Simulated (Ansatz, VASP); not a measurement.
# GaP: VASP beside Ansatz

Aim: how closely do two programs agree when they are given the same cell, functional and k mesh? The cell is taken from a series of runs on this material, whose earlier steps may have relaxed, scaled, displaced or heated it; both programs get it as it stands.

Main program and level: Ansatz 0.2.0; plane waves, with VASP 6.6.1 beside it; single point at LDA.

## (1) Starting point

It takes space group F-43m (No. 216, cubic). Conventional cell: a = 5.451 Å, b = 5.451 Å, c = 5.451 Å, α = 90.00°, β = 90.00°, γ = 90.00°. Ga has 4 P at 2.36 Å nearest. Nearest to P lie 4 Ga at 2.36 Å. Farther neighbours are not listed.

As a file:

```xyz
2
Lattice="-1.9270 -2.7253 1.9270 1.9270 -2.7253 1.9270 0.0000 0.0000 3.8541" Properties=species:S:1:pos:R:3 pbc="T T T"
Ga    0.0000    0.0000    0.0000
P     0.0000   -4.0879    5.7811
```

## (2) VASP: single point, LDA, pair 1

A single point gives forces, pressure and levels at one fixed geometry, so differences don't come from the geometry; what else differs is listed under the comparison.

Lines of VASP's logs that name or quote its potential files are left out, and so is its time.

The input, INCAR:

```
SYSTEM = GaP
PREC = Accurate
ENCUT = 400
EDIFF = 1E-06
NELM = 120
ISMEAR = 0
SIGMA = 0.01
LREAL = .FALSE.
ALGO = Normal
GGA = PW92
NBANDS = 15
LORBIT = 11
LWAVE = .FALSE.
LCHARG = .FALSE.
ISIF = 2
LASPH = .TRUE.
GGA_COMPAT = .FALSE.
EFERMI = MIDGAP
```

The input, POSCAR:

```
GaP
1.0
   -1.9270427568     -2.7252500002      1.9270427593
    1.9270427568     -2.7252500002      1.9270427593
    0.0000000000      0.0000000035      3.8540855136
Ga P
1 1
Direct
    0.0000000000      0.0000000000      0.0000000000
    0.7500000000      0.7500000000      0.7500000000
```

The input, KPOINTS:

```
Automatic mesh
0
Gamma
6 6 6
0 0 0
```

PAW data sets: Ga_d and P (LDA family, release 64).

Launch:

```
> mpirun -np 1 vasp_std
```

Numbers of over 12 decimals in the logs are rounded to 6 here.

The program printed:

```text
[banner, memory and clock lines left out]
running    1 mpi-ranks, on    1 nodes
 distrk:  each k-point on    1 cores,    1 groups
 distr:  one band on    1 cores,    1 groups

 POSCAR found type information on POSCAR GaP
 POSCAR found :  2 types and       2 ions
|                                                                             |
|               ----> ADVICE to this user running VASP <----                  |
|                                                                             |
|     You enforced a specific xc type in the INCAR file but a different       |
|     [... a line on the potential file left out ...]
|     I HOPE YOU KNOW WHAT YOU ARE DOING!                                     |
|                                                                             |

 LDA part: xc-table for (Slater(with rela. corr.)+PW92), standard interpolation
 POSCAR, INCAR and KPOINTS ok, starting setup
 FFT: planning ... GRIDC
 FFT: planning ... GRID_SOFT
 FFT: planning ... GRID
 WAVECAR not read
 entering main loop
       N       E                     dE             d eps       ncg     rms          rms(c)
DAV:   1     0.712914916484E+02    0.71291E+02   -0.80895E+03   480   0.152E+03
DAV:   2    -0.537693881121E+01   -0.76668E+02   -0.73667E+02   550   0.277E+02
DAV:   3    -0.106588674444E+02   -0.52819E+01   -0.52666E+01   613   0.638E+01
DAV:   4    -0.107423491609E+02   -0.83482E-01   -0.83458E-01   596   0.865E+00
DAV:   5    -0.107440849055E+02   -0.17357E-02   -0.17357E-02   635   0.105E+00    0.430E+00
DAV:   6    -0.104720019077E+02    0.27208E+00   -0.38624E-01   720   0.108E+01    0.277E+00
DAV:   7    -0.104242436466E+02    0.47758E-01   -0.88854E-02   629   0.210E+00    0.104E+00
DAV:   8    -0.104194482468E+02    0.47954E-02   -0.11986E-02   607   0.126E+00    0.183E-01
DAV:   9    -0.104194212575E+02    0.26989E-04   -0.10323E-03   697   0.438E-01    0.659E-02
DAV:  10    -0.104194222956E+02   -0.10381E-05   -0.47877E-05   699   0.757E-02    0.270E-02
DAV:  11    -0.104194288655E+02   -0.65699E-05   -0.80087E-06   587   0.433E-02    0.668E-03
DAV:  12    -0.104194286898E+02    0.17574E-06   -0.44032E-07   387   0.720E-03
   1 F= -.10419429E+02 E0= -.10419429E+02  d E =0.000000E+00
```

OUTCAR, selected parts (step 2):

```text
ion  position               nearest neighbor table
   1  0.000  0.000  0.000-   2 2.36   2 2.36   2 2.36   2 2.36
   2  0.750  0.750  0.750-   1 2.36   1 2.36   1 2.36   1 2.36

  LATTYP: Found a face centered cubic cell.
 ALAT       =     5.4505000039

 Subroutine GETGRP returns: Found 24 space group operations
 (whereof 24 operations were pure point group operations)

The static configuration has the point symmetry T_d .

 Found     16 irreducible k-points:

   k-points           NKPTS =     16   k-points in BZ     NKDIM =     16   number of bands    NBANDS=     15

   dimension x,y,z NGX =    28 NGY =   28 NGZ =   28
   dimension x,y,z NGXF=    56 NGYF=   56 NGZF=   56

   ENCUT  =  400.0 eV  29.40 Ry    5.42 a.u.   6.29  6.29  6.29*2*pi/ulx,y,z

   NELECT =      18.0000    total number of electrons

 k-points in reciprocal lattice and weights: Automatic mesh
   0.00000000  0.00000000  0.00000000       0.005
   0.16666667 -0.00000000  0.00000000       0.037
   0.33333333 -0.00000000  0.00000000       0.037
   0.50000000 -0.00000000  0.00000000       0.019
   0.16666667  0.16666667  0.00000000       0.028
   0.33333333  0.16666667  0.00000000       0.111
   0.50000000  0.16666667  0.00000000       0.111
  -0.33333333  0.16666667  0.00000000       0.111
  -0.16666667  0.16666667  0.00000000       0.056
[...]
-0.33333333  0.33333333  0.16666667       0.111
  -0.33333333  0.50000000  0.16666667       0.056

 average (electrostatic) potential at core
       1 -66.5712       2 -84.6180

 E-fermi :   5.2627

 k-point     1 :       0.0000    0.0000    0.0000
  band No.  band energies     occupation
    ...
      5     -10.1039      2.00000
      6      -7.9947      2.00000
      7       4.5162      2.00000
      8       4.5162      2.00000
      9       4.5162      2.00000
     10       6.1489      0.00000
     11       8.3050      0.00000
     12       8.3050      0.00000
     13       8.3050      0.00000
     14      13.0037      0.00000
    ...

 k-point     2 :       0.1667   -0.0000    0.0000
  band No.  band energies     occupation
    ...
      5     -10.1038      2.00000
      6      -7.6387      2.00000
      7       2.0795      2.00000
      8       4.1390      2.00000
      9       4.1390      2.00000
     10       6.7759      0.00000
     11       8.8591      0.00000
     12       8.8591      0.00000
     13       9.4061      0.00000
     14      13.4430      0.00000
    ...

 k-point     3 :       0.3333   -0.0000    0.0000
  band No.  band energies     occupation
    ...
      5     -10.1006      2.00000
      6      -6.6861      2.00000
      7      -0.7547      2.00000
      8       3.5987      2.00000
      9       3.5987      2.00000
     10       6.2555      0.00000
     11       9.2399      0.00000
     12       9.2399      0.00000
     13      11.9284      0.00000
     14      13.9593      0.00000
    ...

  Total       -0.7326838     -0.7326838     -0.7326838      0.0000000      0.0000000      0.0000000
  in kB      -28.9986740    -28.9986740    -28.9986740      0.0000000      0.0000000      0.0000000
  external PRESSURE =     -28.9986740 kB  Pullay stress =       0.0000000 kB

  energy-cutoff  :      400.00
  volume of cell :       40.48
      direct lattice vectors                 reciprocal lattice vectors
    -1.927042757 -2.725250000  1.927042759    -0.259464923 -0.183469406  0.000000000
     1.927042757 -2.725250000  1.927042759     0.259464923 -0.183469406  0.000000000
     0.000000000  0.000000003  3.854085514     0.000000000  0.183469407  0.259464923

 POSITION                                       TOTAL-FORCE (eV/Angst)
 -----------------------------------------------------------------------------------
      0.00000      0.00000      0.00000         0.000000     -0.000000     -0.000000
      0.00000     -4.08787      5.78113        -0.000000      0.000000      0.000000
 -----------------------------------------------------------------------------------
    total drift:                               -0.000000      0.000001     -0.000001

  FREE ENERGIE OF THE ION-ELECTRON SYSTEM (eV)
  ---------------------------------------------------
  free  energy   TOTEN  =       -10.4194286898 eV

  energy  without entropy=      -10.4194286898  energy(sigma->0) =      -10.41942869

 total charge
# of ion       s       p       d       tot
------------------------------------------
    1        0.873   0.861  10.011  11.745
    2        1.023   1.517   0.000   2.540
--------------------------------------------------
tot          1.896   2.378  10.011  14.284

[... 3 further parts left out ...]
```

The run ends at a pressure of -2.90 GPa.

## (3) Ansatz: single point, LDA, pair 1

Ansatz runs on its default PAW (the set named soft_2) files.

The same cell, functional (in two slightly different forms) and mesh now go to Ansatz, which takes its cutoff from its data sets.

The input, input.yaml:

```yaml
crystal:
  lattice:
    - [-1.9270427568, -2.7252500002, 1.9270427593]
    - [1.9270427568, -2.7252500002, 1.9270427593]
    - [0.0, 3.5e-09, 3.8540855136]
  atoms:
    - { symbol: Ga, position: [0.0, 0.0, 0.0] }
    - { symbol: P, position: [0.75, 0.75, 0.75] }
kpoints:
  mp_grid: { grid: [6, 6, 6] }
hamiltonian:
  xc: lda
scf:
  occupations: { method: fixed }
  n_extra_bands: 30
output:
  wannier:
    kmesh: [12, 12, 12]
    projections:
      - { species: Ga, l: s, shell: 4 }
      - { species: Ga, l: p, shell: 4 }
      - { species: P, l: p, shell: 3 }
    minimise: false
    seedname: w
    disentanglement: { window: [-0.16, 18.73], frozen_window: [-0.16, 10.59] }
```

Launch:

```
> ansatz run input.yaml --threads 8 --pin off --max-ram 18432MiB --backend cpu --events-out ev --progress --plain --runs-dir out
```

The program printed:

```text
scf.n_extra_bands = 30 over 9 filled bands (N_el = 18.0): the run solves 39 bands
Engine: ansatz 0.2.0, x86_64-unknown-linux-gnu
Pseudopotentials: kind: paw
Pseudopotential: Ga, paw, valence charge 13, recommended cutoff 420 eV (normal), Ga.paw.azcp
Pseudopotential: P, paw, valence charge 5, recommended cutoff 420 eV (normal), P.paw.azcp
Functional definition: SPW92
  exchange = slater_x
  correlation = pw_c
Crystal: 2 atoms, lattice volume = 40.481 Å³
Basis set: ecut = 420 eV, 749 PW (Γ)
Bands: 39, of which v1, the nominal top of the filled ones, is band 9 counted from 1 (8 counted from 0)
Symmetry: 24 space group operations
Space group: F-43m (ITA 216), of the structure as read, at distance tolerance 3.4e-5 Å
k-points: 16 of 216 (time reversal used)
Non-local potential: Ga, projectors of the file, l = 0: 2, l = 1: 2, l = 2: 3, l = 3: 1
Non-local potential: P, projectors of the file, l = 0: 2, l = 1: 2, l = 2: 2
PAW form: soft (Blöchl's): semilocal exchange-correlation on the pseudo side does not see the compensation charge
PAW frozen core: Ga, regenerated for the run's functional, and the local potential with it (the file was generated under x = pbe(κ = 0.804, μ = 0.219515), c = pbe(β = 0.066725))
PAW frozen core: P, regenerated for the run's functional, and the local potential with it (the file was generated under x = pbe(κ = 0.804, μ = 0.219515), c = pbe(β = 0.066725))
PAW one-centre angular grid: Ga, 590 points (default); XC on 64 Gauss nodes
PAW one-centre angular grid: P, 110 points (default); XC on 64 Gauss nodes
Initial density: superposition of atomic densities (neutral atoms: chi_scale 0, normalization atom), corrected by the library's trained network
Initial wavefunctions: pseudopotential atomic-orbital guess
Functional: x = slater, c = lda
SCF iter   1: F=—  HF=-4433.743573 eV  |F-HF|=—  |Δ(HF+E_count)|=         —  Δρ=6.06e-3  dr2=1.48e-2  ethr=1.77e-3  ⟨swp⟩=5.0  Hψ=2337  notcnv=0  defer=441
preconditioner: auto → none  [insulator: Δε(μ)=1.435 eV  Ē_g=33.233 eV  n_scr=14 (ndim 8)  ℏωp=24.8 eV  f_vac=0.011  ε∞_Penn≈1.6]
SCF iter   2: F=—  HF=-4433.739047 eV  |F-HF|=—  |Δ(HF+E_count)|=   4.53e-3  Δρ=2.85e-3  dr2=1.44e-3  ethr=8.24e-5  ⟨swp⟩=1.6  Hψ=763  notcnv=0  defer=447
SCF iter   3: F=—  HF=-4433.738630 eV  |F-HF|=—  |Δ(HF+E_count)|=   4.17e-4  Δρ=9.30e-4  dr2=2.50e-4  ethr=8.00e-6  ⟨swp⟩=2.4  Hψ=424  notcnv=0  defer=445
SCF iter   4: F=—  HF=-4433.738547 eV  |F-HF|=—  |Δ(HF+E_count)|=   8.38e-5  Δρ=3.53e-4  dr2=2.27e-5  ethr=1.39e-6  ⟨swp⟩=2.0  Hψ=416  notcnv=0  defer=443
SCF iter   5: F=—  HF=-4433.738545 eV  |F-HF|=—  |Δ(HF+E_count)|=   1.18e-6  Δρ=2.11e-5  dr2=1.06e-7  ethr=1.26e-7  ⟨swp⟩=2.4  Hψ=377  notcnv=0  defer=437
SCF iter   6: F=-4433.738545 eV  HF=-4433.738545 eV  |F-HF|=8.75e-9  |Δ(HF+E_count)|=   2.65e-8  Δρ=5.21e-6  dr2=8.92e-9  ethr=5.56e-10  ⟨swp⟩=11.7  Hψ=4876  notcnv=0
SCF 1 converged in 6 iterations: F = -4433.738545 eV  dr2 = 8.92e-9
  greatest PAW one-centre occupation: 0.994 electrons in one spin orbital (limit 2), on the Ga atom at site 0 (counted from 0), in its partial waves of l = 2
NSCF: frozen V_eff on 75 k-points
the Wannier pass solved 75 of the 1728 points of its mesh, and has the states at the others by symmetry: states obtained by the crystal's operations at points that were solved too leave a residual of 3.54e-13 eV (read by the count's bands and the next), within 5.56e-6 eV
SCF converged after 6 iterations
Free energy (F): -4433.738545 eV
Harris-Foulkes:  -4433.738545 eV  (|F-HF|=8.75e-9)
Internal energy: -4433.738545 eV  (E = F + TS)
E sigma→0 (E₀):  -4433.738545 eV
Fermi energy:    6.848024 eV
--- Per-component energies (eV) ---
  E_band       = -64.403106
  E_kinetic    = 186.696959
  E_local      = -2206.026028  (includes V_loc(G=0)·N_el)
  E_nonlocal   = 462.041164
  E_hartree    = 1017.479320
  E_xc         = -130.094157
  E_vxc        = -119.631487  (∫ρ·V_xc dr)
  E_paw        = -2453.036574  (= ΣΔE_a)
  E_vpaw       = -422.446460  (= ΣTr[D̂ρ^β])
  E_aug_tail   = -0.000117  (compensation charges beyond the density's cutoff)
  E_ewald      = -1312.644943
  E_core_change = 1.845831  (= ΣΔE_core)
  E_smearing   = -0.000000  (= −TS)
  E_closure    = 0.000000  (closes the sum)
  Σ components = -4433.738545   (vs F -4433.738545, Δ=0.00e0)
--- Band table (eV; the first three rows and the last of 16) ---
  k-point 0: bands = [... 5 lower, -5.6732, 6.8480, 6.8480, 6.8480, 8.4544, 10.6292, 10.6292, 10.6292, ... 26 higher]
  k-point 1: bands = [... 5 lower, -5.3171, 4.4042, 6.4703, 6.4703, 9.0909, 11.1818, 11.1818, 11.7259, ... 26 higher]
  k-point 2: bands = [... 5 lower, -4.3650, 1.5694, 5.9296, 5.9296, 8.5719, 11.5618, 11.5618, 14.2503, ... 26 higher]
  k-point 15: bands = [... 5 lower, -2.6005, 0.1418, 3.4275, 3.5340, 10.1911, 10.3706, 14.2598, 14.2847, ... 26 higher]
```

In the SCF lines HF is the Harris–Foulkes energy and dr2 the Hartree energy of the density residual, in eV; the loop may stop once dr2 is under the threshold and the program's other checks hold. Hψ counts applications of the Hamiltonian.

## (4) Differences

Known differences besides the potentials themselves: fixed occupations in Ansatz, narrow Gaussian smearing in VASP; the cutoff is 420 eV in Ansatz and 400 eV in VASP; VASP's log shows a relativistic correction to its local exchange, Ansatz's none. Total energies have different zeros and are not compared.

The two programs side by side:

| quantity | Ansatz | VASP | difference |
| --- | --- | --- | --- |
| gap on the k mesh (eV) | 1.491 | 1.493 | -0.002 |

A gap on the mesh is an upper bound, since the band edges may lie between its points.

## (5) Ansatz: single point, LDA, pair 2

A single point gives forces, pressure and levels at one fixed geometry, so differences don't come from the geometry; what else differs is listed under the comparison.

The cell is taken from a series of runs on this material, whose earlier steps may have relaxed, scaled, displaced or heated it; both programs get it as it stands.

input.yaml, the sections that differ from step 3:

```yaml
kpoints:
  mp_grid: { grid: [8, 8, 8] }
scf:
  occupations: { method: fermi_dirac, width: 0.02 }
  n_extra_bands: 4
output:
  eigenvalues: true
  forces: true
  stress: true
# crystal, hamiltonian: as in step 3
```

The program printed:

```text
[...]
Crystal: 2 atoms, lattice volume = 40.481 Å³
Basis set: ecut = 420 eV, 749 PW (Γ)
Bands: 13, of which v1, the nominal top of the filled ones, is band 9 counted from 1 (8 counted from 0)
Symmetry: 24 space group operations
[...]
k-points: 29 of 512 (time reversal used)
[...]
--- Band table (eV; the first three rows and the last of 29) ---
  k-point 0: bands = [... 5 lower, -5.6784, 6.8411, 6.8411, 6.8411, 8.4498, 10.6273, 10.6273, 10.6273]
  k-point 1: bands = [... 5 lower, -5.4762, 5.1631, 6.6069, 6.6069, 9.1204, 10.9795, 10.9795, 11.1779]
  k-point 2: bands = [... 5 lower, -4.9014, 2.9037, 6.1692, 6.1692, 8.8286, 11.4879, 11.4879, 13.0179]
  k-point 28: bands = [... 5 lower, -2.5836, 0.1961, 3.2200, 3.3672, 11.4297, 11.6027, 12.7992, 12.8416]
[key lines of the parts left out:]
SCF converged after 6 iterations
Free energy (F): -4433.754006 eV
Fermi energy:    7.573653 eV
P = ⅓ Tr σ = -2.7492 GPa (-27.492 kbar)
```

The run ends at a pressure of -2.75 GPa.

## (6) VASP: single point, LDA, pair 2

The same cell, functional (in two slightly different forms), mesh and smearing now go to VASP, with its own data sets.

Edit INCAR of step 2 so:

```diff
@@ -2,7 +2,7 @@
 PREC = Accurate
-ENCUT = 400
+ENCUT = 500
 EDIFF = 1E-06
 NELM = 120
-ISMEAR = 0
-SIGMA = 0.01
+ISMEAR = -1
+SIGMA = 0.02
 LREAL = .FALSE.
```

POSCAR is that of step 2.

The input, KPOINTS:

```
Automatic mesh
0
Gamma
8 8 8
0 0 0
```

Launch:

```
> mpirun -np 1 vasp_std
```

The program printed:

```text
[banner, memory and clock lines left out]
running    1 mpi-ranks, on    1 nodes
[...]
[... a notice as in an earlier step ...]

 LDA part: xc-table for (Slater(with rela. corr.)+PW92), standard interpolation
 POSCAR, INCAR and KPOINTS ok, starting setup
[...]
entering main loop
       N       E                     dE             d eps       ncg     rms          rms(c)
DAV:   1     0.816050174366E+02    0.81605E+02   -0.88656E+03   878   0.167E+03
DAV:   2    -0.440075327474E+01   -0.86006E+02   -0.82541E+02  1003   0.315E+02
DAV:   3    -0.106438995627E+02   -0.62431E+01   -0.62207E+01  1038   0.692E+01
DAV:   4    -0.107531306037E+02   -0.10923E+00   -0.10920E+00  1105   0.101E+01
[...]
DAV:  10    -0.104354038495E+02   -0.95136E-06   -0.49632E-05  1364   0.810E-02    0.263E-02
DAV:  11    -0.104354101568E+02   -0.63072E-05   -0.82925E-06  1087   0.442E-02    0.684E-03
DAV:  12    -0.104354099662E+02    0.19053E-06   -0.44374E-07   736   0.760E-03
   1 F= -.10435410E+02 E0= -.10435410E+02  d E =-.176205E-17
```

(Part 1 of 2 ends here.)

[Lines on the potential files, build, host, timing and source positions are cut from VASP's logs without a mark.]

[Logs are printed without paths, hosts, clocks, repeated set-up lines and the standing remarks that a program may print on its own settings, such as how far it seeks lower states.]

[Hosts, paths, dates, database ids (printed as entryN), source tags and the programs' standing remarks are cut or masked in the printed files.]
